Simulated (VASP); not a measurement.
An input for Quantum ESPRESSO's pw.x (written as the equivalent of a VASP run, and not itself run):

```
&CONTROL
  calculation = 'vc-relax'
  pseudo_dir = './pseudo'
  outdir = './out'
  tprnfor = .true.
  tstress = .true.
  nstep = 40
  forc_conv_thr = 0.00039
/
&SYSTEM
  ibrav = 0
  nat = 3
  ntyp = 2
  ecutwfc = 76
  occupations = 'smearing'
  smearing = 'methfessel-paxton'
  degauss = 0.00735
  input_dft = 'pbe'
/
&ELECTRONS
  conv_thr = 7.3e-09
  electron_maxstep = 100
/
&IONS
/
&CELL
  press = 300
/
ATOMIC_SPECIES
  Al 26.982 Al.upf
  Au 196.967 Au.upf
CELL_PARAMETERS angstrom
    -0.0000000    2.8468740    2.8468740
     2.8468740   -0.0000000    2.8468740
     2.8468740    2.8468740    0.0000000
ATOMIC_POSITIONS crystal
  Al   0.2500000  0.2500000  0.2500000
  Al   0.7500000  0.7500000  0.7500000
  Au   0.0000000  0.0000000  0.0000000
K_POINTS automatic
  8 8 8 0 0 0
```

Q: Translate this input to VASP (INCAR, KPOINTS, POSCAR, choice of POTCAR).

A: One answer among several that fit: 
### INCAR
```
SYSTEM = AuAl2
PREC = Accurate
ENCUT = 480
EDIFF = 1E-7
NELM = 100
ALGO = Normal
LREAL = .FALSE.
LASPH = .TRUE.
ISMEAR = 1
SIGMA = 0.1
GGA = PE
LMAXMIX = 6
LWAVE = .FALSE.
LCHARG = .FALSE.
ISIF = 3
IBRION = 2
NSW = 40
EDIFFG = -0.01
PSTRESS = 300
```

**KPOINTS**
```
Automatic mesh
0
Gamma
8 8 8
0 0 0
```

**POSCAR**
```
AuAl2
1.0
  0.0000000000   2.8468740241   2.8468740241
  2.8468740241   0.0000000000   2.8468740241
  2.8468740241   2.8468740241   0.0000000000
Al Au
2 1
Cartesian
  1.4234370120   1.4234370120   1.4234370120
  4.2703110361   4.2703110361   4.2703110361
  0.0000000000   0.0000000000   0.0000000000
```

POTCAR, in this order: Al Au (PBE.64 set). Program: vasp_std.

What does not carry over: the potentials are each code's own (VASP's PAW set, PseudoDojo norm-conserving files in pw.x), so ENCUT and ecutwfc are chosen apart and not converted; conv_thr bounds pw.x's estimated SCF error, while EDIFF bounds the energy change between steps; forc_conv_thr acts on force components and is met together with etot_conv_thr.

The compound is AuAl2 in the fluorite structure. It was relaxed first under an external pressure of 30 GPa.
